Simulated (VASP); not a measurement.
MgS:

```
Mg S
1.0
     0.00000    2.60440    2.60440
     2.60440    0.00000    2.60440
     2.60440    2.60440    0.00000
Mg S
1 1
Direct
  0.00000 0.00000 0.00000
  0.50000 0.50000 0.50000
```

The cell is a database's computed one.

| Quantity | Value |
| --- | --- |
| Program | VASP 6.6.1 |
| Task | relaxation of cell and atoms |
| Functional | LDA |
| Potentials or basis | VASP PAW LDA potentials, release 64 (Mg, S) |
| Cutoff | 600 eV |
| k mesh | 8 × 8 × 8 |
| Occupations | gaussian, width 0.02 eV |
| Spin | no spin polarisation |

At the start: pressure -4.0 GPa; volume 17.67 Å³/atom.

Question: How do energy, volume and symmetry change on relaxing?

Answer: Over 3 steps the energy falls by 12.0 meV/atom and the volume is 16.76 Å³/atom (-5.2 %); space group Fm-3m (No. 225, to 0.05 Å).

Step by step:
```tsv
step	energy change (eV)	largest force (eV/Å)	pressure (GPa)	volume (Å³)
1	0.0000	0.0000	-4.04	35.33
2	-0.0226	0.0000	1.07	33.10
3	-0.0239	0.0000	0.00	33.51
```

Final structure:
```
Mg S
1.0
     0.00000    2.55887    2.55887
     2.55887    0.00000    2.55887
     2.55887    2.55887    0.00000
Mg S
1 1
Direct
  0.00000 0.00000 0.00000
  0.50000 0.50000 0.50000
```
